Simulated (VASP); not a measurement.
Output of a VASP run:

### OSZICAR
```
...
RMM:   7    -0.210622618646E+03   -0.12311E-02   -0.19543E-02  1203   0.161E-01    0.226E-01
RMM:   8    -0.210622134460E+03    0.48419E-03   -0.84093E-04  1103   0.697E-02    0.188E-01
RMM:   9    -0.210621512205E+03    0.62225E-03   -0.29016E-03  1148   0.597E-02    0.711E-02
RMM:  10    -0.210621601647E+03   -0.89442E-04   -0.11549E-03  1296   0.457E-02    0.120E-01
RMM:  11    -0.210621546450E+03    0.55197E-04   -0.87943E-05   849   0.166E-02    0.104E-01
RMM:  12    -0.210621537707E+03    0.87424E-05   -0.49202E-05   879   0.968E-03
   4 F= -.21062154E+03 E0= -.21059961E+03  d E =-.988569E-01  mag=     1.0000
       N       E                     dE             d eps       ncg     rms          rms(c)
DAV:   1    -0.210617727611E+03    0.38188E-02   -0.16600E+00  1208   0.196E+00    0.362E-01
RMM:   2    -0.210621485549E+03   -0.37579E-02   -0.42475E-02  1328   0.435E-01    0.888E-02
RMM:   3    -0.210622365859E+03   -0.88031E-03   -0.91463E-03  1311   0.200E-01    0.168E-01
RMM:   4    -0.210622426926E+03   -0.61067E-04   -0.14374E-03  1298   0.783E-02    0.130E-01
RMM:   5    -0.210622361389E+03    0.65537E-04   -0.78913E-05   939   0.182E-02    0.104E-01
RMM:   6    -0.210622308203E+03    0.53186E-04   -0.47935E-04  1041   0.237E-02    0.450E-02
RMM:   7    -0.210622338340E+03   -0.30137E-04   -0.15383E-04  1043   0.165E-02    0.295E-02
RMM:   8    -0.210622321635E+03    0.16705E-04   -0.15346E-05   651   0.751E-03    0.220E-02
RMM:   9    -0.210622309309E+03    0.12326E-04   -0.11977E-04  1042   0.113E-02    0.121E-02
RMM:  10    -0.210622308750E+03    0.55954E-06   -0.59020E-06   569   0.543E-03
   5 F= -.21062231E+03 E0= -.21060007E+03  d E =-.996280E-01  mag=     1.0000
       N       E                     dE             d eps       ncg     rms          rms(c)
DAV:   1    -0.210621229850E+03    0.10795E-02   -0.12014E+00  1112   0.180E+00    0.494E-01
RMM:   2    -0.210624986047E+03   -0.37562E-02   -0.42048E-02  1316   0.438E-01    0.699E-02
RMM:   3    -0.210625793079E+03   -0.80703E-03   -0.90295E-03  1330   0.199E-01    0.193E-01
RMM:   4    -0.210625757071E+03    0.36008E-04   -0.70958E-04  1384   0.685E-02    0.145E-01
RMM:   5    -0.210625688277E+03    0.68794E-04   -0.65333E-05   959   0.170E-02    0.120E-01
RMM:   6    -0.210625633597E+03    0.54680E-04   -0.11698E-03  1218   0.341E-02    0.326E-02
RMM:   7    -0.210625631059E+03    0.25378E-05   -0.29385E-05   894   0.138E-02
   6 F= -.21062563E+03 E0= -.21060355E+03  d E =-.332231E-02  mag=     1.0000
       N       E                     dE             d eps       ncg     rms          rms(c)
DAV:   1    -0.210601827580E+03    0.23806E-01   -0.71677E+00  1112   0.439E+00    0.122E+00
RMM:   2    -0.210624261983E+03   -0.22434E-01   -0.25479E-01  1317   0.108E+00    0.167E-01
RMM:   3    -0.210629324393E+03   -0.50624E-02   -0.55807E-02  1344   0.496E-01    0.478E-01
RMM:   4    -0.210629102005E+03    0.22239E-03   -0.42516E-03  1405   0.171E-01    0.358E-01
RMM:   5    -0.210628622660E+03    0.47934E-03   -0.45403E-04  1206   0.431E-02    0.285E-01
RMM:   6    -0.210628463882E+03    0.15878E-03   -0.77399E-03  1382   0.870E-02    0.861E-02
RMM:   7    -0.210628401510E+03    0.62372E-04   -0.16186E-04   975   0.331E-02    0.772E-02
RMM:   8    -0.210628279190E+03    0.12232E-03   -0.10260E-04   905   0.168E-02    0.594E-02
RMM:   9    -0.210628186411E+03    0.92779E-04   -0.84390E-04  1233   0.284E-02    0.233E-02
RMM:  10    -0.210628192781E+03   -0.63697E-05   -0.51597E-05  1138   0.133E-02
   7 F= -.21062819E+03 E0= -.21060646E+03  d E =-.588403E-02  mag=     1.0000
```

File OUTCAR:
```
------------------------ aborting loop because EDIFF is reached ----------------------------------------
  FORCE on cell =-STRESS in cart. coord.  units (eV):
  Direction    XX          YY          ZZ          XY          YZ          ZX
  --------------------------------------------------------------------------------------
  Total       -0.0147052     -0.0022385     -0.0156498      0.0251108      0.0196113      0.0111352
  in kB       -0.0160336     -0.0024407     -0.0170635      0.0273792      0.0213828      0.0121411
  external PRESSURE =      -0.0118459 kB  Pullay stress =       0.0000000 kB
  volume of cell :     1469.44
      direct lattice vectors                 reciprocal lattice vectors
    11.368861852  0.000000000  0.000000000     0.087959552  0.000000000  0.000000000
     0.000000000 11.368861852  0.000000000     0.000000000  0.087959552  0.000000000
     0.000000000  0.000000000 11.368861852     0.000000000  0.000000000  0.087959552
  FREE ENERGIE OF THE ION-ELECTRON SYSTEM (eV)
  ---------------------------------------------------
  free  energy   TOTEN  =      -210.6281927810 eV

  energy  without entropy=     -210.5847364622  energy(sigma->0) =     -210.60646462

 total charge

# of ion       s       p       d       tot
------------------------------------------
    1        0.041   5.977   0.000   6.018
    2        0.041   5.977   0.000   6.017
    3        0.041   5.977   0.000   6.017
    4        0.041   5.977   0.000   6.018
    5        0.040   5.977   0.000   6.017
    6        0.044   5.980   0.000   6.024
    7        0.040   5.977   0.000   6.017
    8        0.041   5.977   0.000   6.017
    9        0.040   5.977   0.000   6.017
   10        0.040   5.976   0.000   6.016
   11        0.044   5.980   0.000   6.024
   12        0.040   5.976   0.000   6.016
   13        0.040   5.977   0.000   6.017
   14        0.041   5.977   0.000   6.018
   15        0.041   5.977   0.000   6.018
   16        0.040   5.977   0.000   6.017
   17        0.040   5.976   0.000   6.017
   18        0.040   5.976   0.000   6.016
   19        0.041   5.977   0.000   6.019
   20        0.040   5.977   0.000   6.017
   21        0.040   5.977   0.000   6.017
   22        0.040   5.977   0.000   6.017
   23        0.040   5.976   0.000   6.016
   24        0.040   5.976   0.000   6.017
   25        0.041   5.977   0.000   6.017
   26        0.044   5.980   0.000   6.024
   27        0.040   5.976   0.000   6.016
   28        0.041   5.977   0.000   6.017
   29        0.040   5.976   0.000   6.016
   30        0.040   5.977   0.000   6.017
   31        0.040   5.977   0.000   6.017
   32        1.588   3.574   0.000   5.163
   33        1.589   3.570   0.000   5.158
   34        1.589   3.570   0.000   5.158
   35        1.588   3.574   0.000   5.162
   36        1.591   3.558   0.000   5.148
   37        1.588   3.574   0.000   5.163
   38        1.588   3.576   0.000   5.164
   39        1.591   3.558   0.000   5.149
   40        1.591   3.557   0.000   5.148
   41        1.589   3.570   0.000   5.158
   42        1.588   3.575   0.000   5.163
   43        1.589   3.569   0.000   5.158
   44        1.588   3.576   0.000   5.163
   45        1.588   3.575   0.000   5.163
   46        1.589   3.570   0.000   5.158
   47        1.591   3.557   0.000   5.148
   48        1.591   3.558   0.000   5.148
...
```
(Selected blocks of OUTCAR.)

POSCAR:
```
Na31Cl32
1
   11.3688618516     0.0000000000     0.0000000000
    0.0000000000    11.3688618516    -0.0000000000
   -0.0000000000    -0.0000000000    11.3688618516
Na Cl
31 32
Direct
  0.5000000000   0.0000000000   0.0000000000
  0.7500000000   0.2500000000   0.0000000000
  0.7500000000   0.0000000000   0.2500000000
  0.0000000000   0.0000000000   0.0000000000
  0.2500000000   0.2500000000   0.0000000000
  0.5000000000   0.5000000000   0.0000000000
  0.7500000000   0.7500000000   0.0000000000
  0.2500000000   0.0000000000   0.2500000000
  0.5000000000   0.2500000000   0.2500000000
  0.7500000000   0.5000000000   0.2500000000
  0.5000000000   0.0000000000   0.5000000000
  0.7500000000   0.2500000000   0.5000000000
  0.7500000000   0.0000000000   0.7500000000
  0.0000000000   0.5000000000   0.0000000000
  0.2500000000   0.7500000000   0.0000000000
  0.0000000000   0.2500000000   0.2500000000
  0.2500000000   0.5000000000   0.2500000000
  0.5000000000   0.7500000000   0.2500000000
  0.0000000000   0.0000000000   0.5000000000
  0.2500000000   0.2500000000   0.5000000000
  0.7500000000   0.7500000000   0.5000000000
  0.2500000000   0.0000000000   0.7500000000
  0.5000000000   0.2500000000   0.7500000000
  0.7500000000   0.5000000000   0.7500000000
  0.0000000000   0.7500000000   0.2500000000
  0.0000000000   0.5000000000   0.5000000000
  0.2500000000   0.7500000000   0.5000000000
  0.0000000000   0.2500000000   0.7500000000
  0.2500000000   0.5000000000   0.7500000000
  0.5000000000   0.7500000000   0.7500000000
  0.0000000000   0.7500000000   0.7500000000
  0.7500000000   0.2500000000   0.2500000000
  0.0000000000   0.5000000000   0.2500000000
  0.0000000000   0.2500000000   0.5000000000
  0.2500000000   0.2500000000   0.2500000000
  0.4990040000   0.4985410000   0.2501170000
  0.7500000000   0.7500000000   0.2500000000
  0.0000000000   0.0000000000   0.2500000000
  0.4962400000   0.2458510000   0.4969190000
  0.7504130000   0.5041430000   0.5035220000
  0.0000000000   0.7500000000   0.5000000000
  0.7500000000   0.2500000000   0.7500000000
  0.0000000000   0.5000000000   0.7500000000
  0.0000000000   0.2500000000   0.0000000000
  0.2500000000   0.7500000000   0.2500000000
  0.5000000000   0.0000000000   0.2500000000
  0.2510430000   0.4979200000   0.5015500000
  0.5009380000   0.7516920000   0.5003580000
  0.7500000000   0.0000000000   0.5000000000
  0.2500000000   0.2500000000   0.7500000000
  0.5010760000   0.5041520000   0.7514680000
  0.7500000000   0.7500000000   0.7500000000
  0.0000000000   0.0000000000   0.7500000000
  0.5000000000   0.2500000000   0.0000000000
  0.7500000000   0.5000000000   0.0000000000
  0.0000000000   0.7500000000   0.0000000000
  0.2500000000   0.0000000000   0.5000000000
  0.2500000000   0.7500000000   0.7500000000
  0.5000000000   0.0000000000   0.7500000000
  0.2500000000   0.5000000000   0.0000000000
  0.5000000000   0.7500000000   0.0000000000
  0.7500000000   0.0000000000   0.0000000000
  0.2500000000   0.0000000000   0.0000000000
```

Question: Write an INCAR and KPOINTS that could have produced this output.

Answer: Several could match; the one computed here: the input of the run itself, PBE GGA, plane waves, VASP's PBE PAW potentials (set 64).

KPOINTS:
```
Automatic mesh
0
Gamma
1 1 1
0 0 0
```

**INCAR**
```
! general
SYSTEM   =  Na31Cl32
PREC     =  Normal
ENCUT    =  400   ! plane-wave cut-off (eV)
LREAL    =  Auto   ! projection in real space or not
LASPH    =  .True.
ISYM     =  0

! electronic loop
EDIFF    =  1E-5   ! SCF stop (eV)
NELM     =  100   ! most electronic steps
NELMIN   =  4
ALGO     =  Fast   ! Davidson, then RMM-DIIS

! smearing
ISMEAR   =  0
SIGMA    =  0.05

! functional
GGA      =  PE

! spin
ISPIN    =  2
MAGMOM   =  63*0.0159
NUPDOWN  =  1

! ions
IBRION   =  2   ! conjugate gradients
NSW      =  60   ! most ionic steps
ISIF     =  2   ! forces and stress, cell fixed
EDIFFG   =  -0.03   ! ionic stop

! output
LWAVE    =  .False.
LCHARG   =  .False.
LORBIT   =  10
```

POTCAR, in this order: Na_pv Cl (PBE.64 set). Program: vasp_gam.

The supercell is sampled at Γ alone, which is coarse: total energies, pressure and levels can be off, energies of defects by several tenths of an eV.

The cell is a supercell with a defect, built from NaCl (rock salt): vac_Na.
